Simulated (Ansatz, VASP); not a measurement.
# HfTeS in two plane-wave programs, part 2 of 2

Wanted: the spread between two codes on one cell, functional and k mesh. The cell is taken from a series of runs on this material, whose earlier steps may have relaxed, scaled, displaced or heated it; both programs get it as it stands.

VASP 6.6.1 and Ansatz 0.2.0.

So far: Starting point; Ansatz: zone-centre phonons, PBEsol.

## Step 3: VASP: zone-centre phonons, PBEsol

Level of this step: PBEsol; plane waves and PAW (Hf_pv, S, Te) (VASP).

The same cell, functional, mesh and smearing now go to VASP, with its own data sets.

Lines of VASP's logs that name or quote its potential files are left out, and so is its time.

INCAR

```
SYSTEM = HfTeS
PREC = Accurate
ENCUT = 500
EDIFF = 1E-08
NELM = 120
ISMEAR = 1
SIGMA = 0.2
LREAL = .FALSE.
ALGO = Normal
GGA = PS
NBANDS = 17
LASPH = .TRUE.
LORBIT = 11
LWAVE = .FALSE.
LCHARG = .FALSE.
ISIF = 2
IBRION = 8
GGA_COMPAT = .FALSE.
NELMDL = -8
KPAR = 2
```

POSCAR

```
HfTeS
1.0
    3.7717415814      0.0000000000      0.0000000000
   -1.8858707907      3.2340831941      0.0000000000
    0.0000000000      0.0000000000     30.0000000000
Hf S Te
1 1 1
Direct
    0.9998104263      0.9996208525      0.3389445123
    0.3343075086      0.6686150171      0.3819385762
    0.6658820653      0.3317641304      0.2757835780
```

KPOINTS

```
Automatic mesh
0
Gamma
15 15 1
0 0 0
```

PAW data sets: Hf_pv, S and Te (PBE family, release 64).

On the command line:

```sh
$ mpirun -np 2 vasp_std
```

Numbers of over 12 decimals in the logs are rounded to 6 here.

The program printed:

```text
[banner, memory and clock lines left out]
running    2 mpi-ranks, on    1 nodes
 distrk:  each k-point on    1 cores,    2 groups
 distr:  one band on    1 cores,    1 groups

 POSCAR found type information on POSCAR HfS Te
 POSCAR found :  3 types and       3 ions
|                                                                             |
|               ----> ADVICE to this user running VASP <----                  |
|                                                                             |
|     You enforced a specific xc type in the INCAR file but a different       |
|     [... a line on the potential file left out ...]
|     I HOPE YOU KNOW WHAT YOU ARE DOING!                                     |
|                                                                             |

 LDA part: xc-table for (Slater+PW92), standard interpolation
 POSCAR, INCAR and KPOINTS ok, starting setup
 FFT: planning ... GRIDC
 FFT: planning ... GRID_SOFT
 FFT: planning ... GRID
 WAVECAR not read
 entering main loop
       N       E                     dE             d eps       ncg     rms          rms(c)
DAV:   1     0.104401382648E+03    0.10440E+03   -0.87294E+03  2688   0.874E+02
DAV:   2    -0.100749497032E+02   -0.11448E+03   -0.11124E+03  2915   0.158E+02
DAV:   3    -0.229405619603E+02   -0.12866E+02   -0.12795E+02  3093   0.531E+01
DAV:   4    -0.232131104832E+02   -0.27255E+00   -0.27208E+00  3404   0.922E+00
DAV:   5    -0.232175362088E+02   -0.44257E-02   -0.44247E-02  3360   0.102E+00
DAV:   6    -0.232175954057E+02   -0.59197E-04   -0.59192E-04  3432   0.107E-01
DAV:   7    -0.232175964478E+02   -0.10421E-05   -0.10419E-05  3304   0.125E-02
DAV:   8    -0.232175964687E+02   -0.20912E-07   -0.20999E-07  3400   0.159E-03    0.475E+01
DAV:   9    -0.220617786198E+02    0.11558E+01   -0.36829E+00  2500   0.864E+00    0.335E+01
DAV:  10    -0.220223264850E+02    0.39452E-01   -0.19798E+00  2823   0.720E+00    0.834E+00
DAV:  11    -0.219373477883E+02    0.84979E-01   -0.54675E-01  2751   0.366E+00    0.172E+00
DAV:  12    -0.219337598314E+02    0.35880E-02   -0.57168E-02  2749   0.121E+00    0.762E-01
DAV:  13    -0.219332506398E+02    0.50919E-03   -0.47793E-03  2950   0.392E-01    0.170E-01
DAV:  14    -0.219331175890E+02    0.13305E-03   -0.38263E-04  3122   0.107E-01    0.991E-02
[...]
DAV:  25    -0.219338369642E+02   -0.62335E-05   -0.21091E-07  2613   0.103E-03    0.636E-04
DAV:  26    -0.219338385264E+02   -0.15622E-05   -0.14638E-08  2541   0.340E-04    0.378E-04
DAV:  27    -0.219338394045E+02   -0.87809E-06   -0.11124E-08  2283   0.254E-04    0.129E-04
DAV:  28    -0.219338398453E+02   -0.44081E-06   -0.33384E-09  2286   0.161E-04    0.605E-05
DAV:  29    -0.219338399337E+02   -0.88333E-07   -0.86002E-12  2574   0.647E-05    0.449E-05
DAV:  30    -0.219338399774E+02   -0.43762E-07    0.18069E-10  2115   0.459E-05    0.310E-05
DAV:  31    -0.219338399915E+02   -0.14072E-07    0.28180E-10  2110   0.278E-05    0.121E-05
DAV:  32    -0.219338399932E+02   -0.16769E-08    0.33704E-10  1930   0.933E-06
   1 F= -.21933840E+02 E0= -.21934087E+02  d E =0.739812E-03
 Linear response reoptimize wavefunctions to high precision
DAV:   1    -0.219338399958E+02   -0.25739E-08    0.33155E-10  2101   0.108E-05
DAV:   2    -0.219338399958E+02   -0.17280E-10    0.34667E-10  1617   0.323E-06
 Linear response DOF=           9
 Linear response progress:
  Degree of freedom:   1/  9
       N       E                     dE             d eps       ncg     rms          rms(c)
RMM:   1    -0.217574876924E+00   -0.21757E+00    0.42566E+00  4065   0.130E+01
RMM:   2    -0.222807016213E+00   -0.52321E-02   -0.41378E-02  5836   0.131E+00    0.584E-01
RMM:   3    -0.222457076087E+00    0.34994E-03   -0.21037E-03  8309   0.221E-01    0.240E-01
RMM:   4    -0.222093333380E+00    0.36374E-03   -0.20118E-04  8151   0.771E-02    0.156E-01
RMM:   5    -0.221751736376E+00    0.34160E-03   -0.46714E-05  8364   0.428E-02    0.121E-02
[...]
force on displaced ion       1 direction 3 :   0.000  -0.196 -15.588
 Linear response progress:
  Degree of freedom:   4/  9
       N       E                     dE             d eps       ncg     rms          rms(c)
RMM:   1    -0.104348897116E+00   -0.10435E+00    0.45638E-02  9590   0.187E+00
RMM:   2    -0.104352519462E+00   -0.36223E-05   -0.37951E-03  6477   0.343E-01    0.527E-01
RMM:   3    -0.104660353495E+00   -0.30783E-03   -0.48617E-04  6641   0.111E-01    0.311E-01
RMM:   4    -0.105268104721E+00   -0.60775E-03   -0.38336E-04  6537   0.904E-02    0.261E-02
RMM:   5    -0.105091001142E+00    0.17710E-03   -0.31371E-05  6803   0.272E-02    0.140E-02
RMM:   6    -0.105066452038E+00    0.24549E-04   -0.33280E-06  7344   0.883E-03    0.569E-03
RMM:   7    -0.105101082025E+00   -0.34630E-04   -0.13868E-06  6477   0.525E-03    0.229E-03
RMM:   8    -0.105089862999E+00    0.11219E-04   -0.81327E-08  6719   0.164E-03    0.128E-03
RMM:   9    -0.105088834867E+00    0.10281E-05   -0.28090E-08  7360   0.585E-04    0.360E-04
RMM:  10    -0.105086948122E+00    0.18867E-05   -0.32663E-08  6677   0.342E-04    0.949E-05
RMM:  11    -0.105086829648E+00    0.11847E-06   -0.66138E-08  7570   0.113E-04    0.387E-05
RMM:  12    -0.105086878851E+00   -0.49203E-07   -0.24593E-08  7807   0.436E-05    0.301E-05
[...]
RMM:   3    -0.139468048329E+00    0.54436E-04   -0.62268E-04  3897   0.108E-01    0.266E-01
RMM:   4    -0.139586363083E+00   -0.11831E-03   -0.17931E-04  4053   0.524E-02    0.388E-02
RMM:   5    -0.139534570743E+00    0.51792E-04   -0.12146E-05  3928   0.163E-02    0.213E-02
RMM:   6    -0.139500485578E+00    0.34085E-04   -0.23185E-06  3891   0.670E-03    0.732E-03
RMM:   7    -0.139498398810E+00    0.20868E-05   -0.43348E-07  3921   0.298E-03    0.155E-03
RMM:   8    -0.139505109572E+00   -0.67108E-05   -0.15839E-07  3889   0.143E-03    0.149E-03
RMM:   9    -0.139502922974E+00    0.21866E-05   -0.76770E-08  3919   0.898E-04    0.512E-04
RMM:  10    -0.139500717094E+00    0.22059E-05   -0.26726E-08  3799   0.337E-04    0.179E-04
RMM:  11    -0.139498653114E+00    0.20640E-05   -0.63862E-08  4099   0.538E-04    0.915E-05
RMM:  12    -0.139498391538E+00    0.26158E-06   -0.42587E-08  4149   0.265E-04    0.133E-04
RMM:  13    -0.139497706993E+00    0.68455E-06   -0.15949E-08  4198   0.267E-04    0.267E-05
RMM:  14    -0.139497678426E+00    0.28567E-07   -0.23319E-08  4180   0.114E-04    0.527E-05
RMM:  15    -0.139497751878E+00   -0.73452E-07   -0.10310E-08  4295   0.126E-04    0.163E-05
RMM:  16    -0.139497728009E+00    0.23870E-07   -0.20654E-08  4088   0.622E-05    0.543E-06
RMM:  17    -0.139497703056E+00    0.24953E-07    0.13390E-08  3989   0.460E-05    0.585E-06
RMM:  18    -0.139497686645E+00    0.16410E-07   -0.13084E-08  4027   0.433E-05    0.276E-06
RMM:  19    -0.139497684868E+00    0.17775E-08    0.65815E-09  3748   0.272E-05    0.194E-06
 first order change of Fermi-energy  -0.14730E+01
 force on displaced ion       2 direction 3 :   0.000  -0.087  -8.483
 Linear response progress:
  Degree of freedom:   7/  9
       N       E                     dE             d eps       ncg     rms          rms(c)
RMM:   1    -0.410082670392E-01   -0.41008E-01    0.29123E-02  9395   0.890E-01
RMM:   2    -0.419222399618E-01   -0.91397E-03   -0.17249E-03  7173   0.196E-01    0.235E-01
RMM:   3    -0.420153273576E-01   -0.93087E-04   -0.18295E-04  6851   0.675E-02    0.147E-01
RMM:   4    -0.422134532312E-01   -0.19813E-03   -0.70699E-05  6649   0.446E-02    0.104E-02
RMM:   5    -0.421875108122E-01    0.25942E-04   -0.44831E-06  7101   0.111E-02    0.636E-03
RMM:   6    -0.421759197768E-01    0.11591E-04   -0.77912E-07  7048   0.454E-03    0.195E-03
RMM:   7    -0.421772297001E-01   -0.13099E-05   -0.67063E-08  7195   0.138E-03    0.137E-03
RMM:   8    -0.421755383844E-01    0.16913E-05   -0.26963E-08  7034   0.552E-04    0.453E-04
RMM:   9    -0.421757277476E-01   -0.18936E-06   -0.31519E-09  7476   0.189E-04    0.232E-04
RMM:  10    -0.421757905961E-01   -0.62848E-07    0.99221E-09  7362   0.773E-05    0.981E-05
RMM:  11    -0.421757683337E-01    0.22262E-07    0.13048E-08  7528   0.319E-05    0.169E-05
RMM:  12    -0.421757452675E-01    0.23066E-07    0.14019E-08  7440   0.197E-05    0.995E-06
RMM:  13    -0.421757362398E-01    0.90277E-08    0.21355E-10  6729   0.156E-05    0.128E-06
 first order change of Fermi-energy  -0.67236E-03
 force on displaced ion       3 direction 1 :  -2.807  -0.001   0.000
 Linear response progress:
  Degree of freedom:   8/  9
       N       E                     dE             d eps       ncg     rms          rms(c)
RMM:   1    -0.408166109569E-01   -0.40817E-01    0.28068E-02  5319   0.888E-01
RMM:   2    -0.416973605227E-01   -0.88075E-03   -0.17278E-03  4049   0.196E-01    0.235E-01
RMM:   3    -0.417899669135E-01   -0.92606E-04   -0.17188E-04  3887   0.661E-02    0.146E-01
RMM:   4    -0.419850121093E-01   -0.19505E-03   -0.69861E-05  3745   0.439E-02    0.103E-02
RMM:   5    -0.419592972245E-01    0.25715E-04   -0.43035E-06  4002   0.111E-02    0.612E-03
RMM:   6    -0.419477910434E-01    0.11506E-04   -0.69402E-07  3962   0.445E-03    0.204E-03
RMM:   7    -0.419490746069E-01   -0.12836E-05   -0.72752E-08  4080   0.134E-03    0.131E-03
RMM:   8    -0.419476100658E-01    0.14645E-05   -0.64035E-08  4006   0.533E-04    0.488E-04
RMM:   9    -0.419475234066E-01    0.86659E-07   -0.31764E-08  4235   0.193E-04    0.224E-04
RMM:  10    -0.419477051783E-01   -0.18177E-06   -0.15157E-08  4077   0.923E-05    0.112E-04
RMM:  11    -0.419476764619E-01    0.28716E-07   -0.16983E-08  4206   0.462E-05    0.845E-06
RMM:  12    -0.419476501895E-01    0.26272E-07   -0.18385E-08  4124   0.307E-05    0.818E-06
RMM:  13    -0.419476390794E-01    0.11110E-07   -0.30939E-08  3820   0.243E-05    0.162E-06
RMM:  14    -0.419476400595E-01   -0.98011E-09   -0.28669E-08  3322   0.216E-05    0.668E-07
 first order change of Fermi-energy   0.14163E-01
 force on displaced ion       3 direction 2 :   0.000  -2.791  -0.070
 Linear response progress:
  Degree of freedom:   9/  9
       N       E                     dE             d eps       ncg     rms          rms(c)
RMM:   1    -0.804450515395E-01   -0.80445E-01    0.55329E-02  5252   0.956E-01
RMM:   2    -0.808515018235E-01   -0.40645E-03   -0.23586E-03  4118   0.234E-01    0.518E-01
RMM:   3    -0.807833946936E-01    0.68107E-04   -0.26043E-04  3745   0.814E-02    0.309E-01
RMM:   4    -0.808790543824E-01   -0.95660E-04   -0.10407E-04  3634   0.450E-02    0.457E-02
RMM:   5    -0.808495636034E-01    0.29491E-04   -0.18188E-05  3685   0.200E-02    0.136E-02
RMM:   6    -0.808428787481E-01    0.66849E-05   -0.14188E-06  3933   0.611E-03    0.825E-03
RMM:   7    -0.808350523486E-01    0.78264E-05   -0.61132E-07  4016   0.333E-03    0.261E-03
RMM:   8    -0.808395640255E-01   -0.45117E-05   -0.64611E-08  3876   0.129E-03    0.189E-03
RMM:   9    -0.808408963892E-01   -0.13324E-05   -0.94354E-09  4108   0.478E-04    0.119E-03
RMM:  10    -0.808415481526E-01   -0.65176E-06   -0.82499E-09  3868   0.332E-04    0.402E-04
RMM:  11    -0.808429804162E-01   -0.14323E-05   -0.94840E-09  3885   0.248E-04    0.152E-04
RMM:  12    -0.808436307857E-01   -0.65037E-06   -0.88979E-09  4158   0.208E-04    0.174E-04
RMM:  13    -0.808444469619E-01   -0.81618E-06   -0.23802E-08  4251   0.253E-04    0.576E-05
RMM:  14    -0.808445045749E-01   -0.57613E-07   -0.33049E-08  4255   0.837E-05    0.280E-05
RMM:  15    -0.808446177324E-01   -0.11316E-06   -0.82798E-09  4295   0.683E-05    0.132E-05
RMM:  16    -0.808445741047E-01    0.43628E-07   -0.10402E-08  4373   0.648E-05    0.331E-05
RMM:  17    -0.808445667692E-01    0.73355E-08   -0.21496E-08  4004   0.308E-05    0.458E-06
 first order change of Fermi-energy  -0.80167E+00
 force on displaced ion       3 direction 3 :  -0.000  -0.082  -9.257
 Linear response finished
```

Parts of OUTCAR (step 3):

```text
ion  position               nearest neighbor table
   1  1.000  1.000  0.339-   2 2.52   2 2.52   2 2.52   3 2.87   3 2.88   3 2.88
   2  0.334  0.669  0.382-   1 2.52   1 2.52   1 2.52
   3  0.666  0.332  0.276-   1 2.87   1 2.88   1 2.88

  LATTYP: Found a base centered orthorhombic cell.
 ALAT       =     3.7717415814
 B/A-ratio  =     1.7149017897
 C/A-ratio  =     7.9538853213

 Subroutine GETGRP returns: Found  2 space group operations
 (whereof  2 operations were pure point group operations)

The static configuration has the point symmetry C_1h.

 Found     64 irreducible k-points:

   k-points           NKPTS =     64   k-points in BZ     NKDIM =     64   number of bands    NBANDS=     17

   dimension x,y,z NGX =    28 NGY =   28 NGZ =  224
   dimension x,y,z NGXF=    56 NGYF=   56 NGZF=  448

   ENCUT  =  500.0 eV  36.75 Ry    6.06 a.u.   6.88  6.83 54.70*2*pi/ulx,y,z

   NELECT =      22.0000    total number of electrons

 k-points in reciprocal lattice and weights: Automatic mesh
   0.00000000  0.00000000  0.00000000       0.004
   0.06666667 -0.00000000  0.00000000       0.018
   0.13333333  0.00000000  0.00000000       0.018
   0.20000000 -0.00000000  0.00000000       0.018
   0.26666667  0.00000000  0.00000000       0.018
   0.33333333  0.00000000  0.00000000       0.018
   0.40000000  0.00000000  0.00000000       0.018
   0.46666667 -0.00000000  0.00000000       0.018
   0.00000000  0.06666667  0.00000000       0.009
[...]
0.00000000  0.46666667  0.00000000       0.009
   0.06666667  0.46666667  0.00000000       0.009

 average (electrostatic) potential at core
       1 -45.7379       2 -94.5517       3 -96.4343

  Total       -0.5468571     -0.1963796     -0.0862445      0.0000000     -0.0004473      0.0000000
  in kB       -2.3942532     -0.8597904     -0.3775964      0.0000000     -0.0019586      0.0000000
  external PRESSURE =      -1.2105467 kB  Pullay stress =       0.0000000 kB

  energy-cutoff  :      500.00
  volume of cell :      365.94
      direct lattice vectors                 reciprocal lattice vectors
     3.771741581  0.000000000  0.000000000     0.265129511  0.154603320  0.000000000
    -1.885870791  3.234083194  0.000000000     0.000000000  0.309206641  0.000000000
     0.000000000  0.000000000 30.000000000     0.000000000  0.000000000  0.033333333

 POSITION                                       TOTAL-FORCE (eV/Angst)
 -----------------------------------------------------------------------------------
      1.88587      3.23286     10.16834         0.000000     -0.000290      0.023669
      0.00000      2.16236     11.45816         0.000000     -0.000089     -0.036452
      1.88587      1.07295      8.27351         0.000000      0.000379      0.012783
 -----------------------------------------------------------------------------------
    total drift:                               -0.000000      0.000400     -0.000168

 Eigenvectors and eigenvalues of the dynamical matrix
 ----------------------------------------------------

   1 f  =    8.679933 THz    54.537628 2PiTHz  289.531403 cm-1    35.897303 meV
             X         Y         Z           dx          dy          dz
      1.885871  3.232857 10.168335    -0.000000   -0.010624   -0.411003
      0.000000  2.162357 11.458157     0.000000    0.027884    0.910657
      1.885871  1.072953  8.273507    -0.000000   -0.001180    0.029821

   2 f  =    6.850298 THz    43.041690 2PiTHz  228.501337 cm-1    28.330542 meV
             X         Y         Z           dx          dy          dz
      1.885871  3.232857 10.168335     0.288102    0.000000   -0.000000
      0.000000  2.162357 11.458157    -0.948104   -0.000000    0.000000
      1.885871  1.072953  8.273507     0.134522    0.000000   -0.000000

   3 f  =    6.848041 THz    43.027511 2PiTHz  228.426062 cm-1    28.321209 meV
             X         Y         Z           dx          dy          dz
      1.885871  3.232857 10.168335    -0.000000    0.286303   -0.009322
      0.000000  2.162357 11.458157     0.000000   -0.947862    0.028439
      1.885871  1.072953  8.273507    -0.000000    0.136681   -0.003217

   4 f  =    5.330735 THz    33.493995 2PiTHz  177.814178 cm-1    22.046138 meV
             X         Y         Z           dx          dy          dz
      1.885871  3.232857 10.168335     0.000000    0.006114    0.550548
      0.000000  2.162357 11.458157    -0.000000    0.005891    0.274171
      1.885871  1.072953  8.273507    -0.000000   -0.010005   -0.788388

   5 f  =    2.737647 THz    17.201145 2PiTHz   91.318081 cm-1    11.321994 meV
             X         Y         Z           dx          dy          dz
      1.885871  3.232857 10.168335    -0.624277    0.000000   -0.000000
      0.000000  2.162357 11.458157    -0.079433    0.000000   -0.000000
      1.885871  1.072953  8.273507     0.777154   -0.000000   -0.000000

   6 f  =    2.721814 THz    17.101662 2PiTHz   90.789944 cm-1    11.256513 meV
             X         Y         Z           dx          dy          dz
      1.885871  3.232857 10.168335     0.000000    0.625299   -0.008168
      0.000000  2.162357 11.458157     0.000000    0.076950   -0.000067
      1.885871  1.072953  8.273507    -0.000000   -0.776481    0.009552

   7 f/i=    0.001338 THz     0.008407 2PiTHz    0.044631 cm-1     0.005534 meV
             X         Y         Z           dx          dy          dz
      1.885871  3.232857 10.168335     0.000000    0.115430   -0.717258
      0.000000  2.162357 11.458157     0.000000    0.048980   -0.303881
      1.885871  1.072953  8.273507     0.000000    0.097919   -0.606536

   8 f/i=    0.001700 THz     0.010682 2PiTHz    0.056711 cm-1     0.007031 meV
             X         Y         Z           dx          dy          dz
      1.885871  3.232857 10.168335     0.726137   -0.000000    0.000000
      0.000000  2.162357 11.458157     0.307879   -0.000000    0.000000
      1.885871  1.072953  8.273507     0.614764   -0.000000    0.000000

   9 f/i=    0.003161 THz     0.019858 2PiTHz    0.105425 cm-1     0.013071 meV
             X         Y         Z           dx          dy          dz
      1.885871  3.232857 10.168335    -0.000000    0.716630    0.115591
      0.000000  2.162357 11.458157    -0.000000    0.304014    0.048805
      1.885871  1.072953  8.273507    -0.000000    0.607212    0.097816

 ELASTIC MODULI CONTR FROM IONIC RELAXATION (kBar)
 Direction    XX          YY          ZZ          XY          YZ          ZX
 --------------------------------------------------------------------------------
 XX         -99.0190    -61.5787   -131.7384     -0.0000     45.3118      0.0000
 YY         -61.5787   -103.1855   -134.3719      0.0000    -49.4626     -0.0000
 ZZ        -131.7384   -134.3719   -230.9347      0.0000     -1.5757     -0.0000
 XY          -0.0000      0.0000      0.0000    -20.5583      0.0000     45.9691
 YZ          45.3118    -49.4626     -1.5757      0.0000   -127.1940     -0.0000
 ZX           0.0000     -0.0000     -0.0000     45.9691     -0.0000   -106.6248
 --------------------------------------------------------------------------------
```

Harder data sets than Hf_pv exist (the GW ones), and pressures, volumes and forces can shift noticeably with them.

## Step 4: Differences

Known differences besides the potentials themselves: Ansatz cuts the interaction across the vacuum, VASP repeats the sheet without a dipole correction; the data sets hold 48 valence electrons in Ansatz (on its PAW soft_1 files) and 22 in VASP; the cutoff is 420 eV in Ansatz and 500 eV in VASP; Ansatz makes its cores anew for this functional, VASP keeps those of its PBE data sets. Total energies have different zeros and are not compared.

Both answers:

| quantity | Ansatz | VASP | difference |
| --- | --- | --- | --- |
| optical mode 1 (cm⁻¹) | 91.2 | 90.8 | +0.44 % |
| optical mode 2 (cm⁻¹) | 91.7 | 91.3 | +0.44 % |
| optical mode 3 (cm⁻¹) | 177.8 | 177.8 | -0.02 % |
| optical mode 4 to 5 (cm⁻¹) | 229.0 | 228.4 | +0.25 % |
| optical mode 6 (cm⁻¹) | 289.0 | 289.5 | -0.19 % |

Modes are paired by rising frequency, not by their patterns, so a pair may set unlike modes beside each other; they are those without the splitting of longitudinal modes. Where the cell holds vacuum, a pressure given here is an average over it and none of the material.

## Step 5: Summary of results

| Item | Value |
| --- | --- |
| r.m.s. difference of the optical zone-centre modes, each program's sorted by frequency (zone-centre phonons, PBEsol) | 0.46 cm⁻¹ |

**Reading.** The r.m.s. difference of the optical zone-centre modes, each program's sorted by frequency is 0.46 cm⁻¹ (zone-centre phonons, PBEsol). The data sets hold unlike numbers of valence electrons (48 in Ansatz and 22 in VASP), so part of the differences may come from the potentials. Such differences can come from data sets, numerical settings and the points named under the comparisons, not from the functional's error against experiment.

[Lines on the potential files, build, host, timing and source positions are cut from VASP's logs without a mark.]

[Logs are printed without paths, hosts, clocks, repeated set-up lines and the standing remarks that a program may print on its own settings, such as how far it seeks lower states.]

[Hosts, paths, dates, database ids (printed as entryN), source tags and the programs' standing remarks are cut or masked in the printed files.]
